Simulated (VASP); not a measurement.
Crystal: SnSe2.

```
CELL_PARAMETERS angstrom
3.80907 0.00000 0.00000
-1.90453 3.29875 0.00000
0.00000 0.00000 6.14224
ATOMIC_POSITIONS crystal
Sn 0.00000 0.00000 0.00000
Se 0.33333 0.66667 0.25000
Se 0.66667 0.33333 0.75000
```

The cell was built by a generator and needn't be a form met in nature.

```yaml
Program: VASP 6.6.1
Task: relaxation of cell and atoms
Functional: rev-vdW-DF2
Potentials_or_basis: VASP PAW PBE potentials, release 64 (Sn_d, Se)
Cutoff: 600 eV
k_mesh: 9 × 9 × 5
Occupations: gaussian, width 0.03 eV
Spin: no spin polarisation
```

At the start: pressure 4.2 GPa; volume 25.73 Å³/atom.

Task: How do energy, volume and symmetry change on relaxing?

Result: Over 14 steps the energy falls by 26.0 meV/atom and the volume is 26.28 Å³/atom (+2.1 %); space group P-3m1 (No. 164, to 0.05 Å).

The path:
```
step  energy change (eV)  largest force (eV/Å)  pressure (GPa)  volume (Å³)
   1              0.0000                0.8246            4.25        77.18
   2             -0.0265                0.3772           -3.08        85.05
   3             -0.0709                0.1066           -0.28        81.40
   4             -0.0709                0.1188           -0.14        81.31
   5             -0.0723                0.0909           -0.10        81.02
   6             -0.0733                0.0527           -0.02        80.63
   7             -0.0733                0.0384            0.03        80.48
   8             -0.0744                0.0200           -0.06        80.35
   9             -0.0763                0.0270           -0.30        80.01
  10             -0.0758                0.1159           -0.67        79.32
  11             -0.0768                0.0596           -0.43        79.75
  12             -0.0773                0.0434           -0.32        79.49
  13             -0.0779                0.0101           -0.07        78.98
  14             -0.0779                0.0011            0.01        78.83
```

Final structure:
```
Sn Se
1.0
     3.86578    0.00000    0.00000
    -1.93289    3.34786    0.00000
     0.00000    0.00000    6.09088
Sn Se
1 2
Direct
  0.00000 0.00000 0.00000
  0.33333 0.66667 0.26274
  0.66667 0.33333 0.73726
```

Caveat: the PAW data sets were made with another functional, which shifts forces and pressure a little.
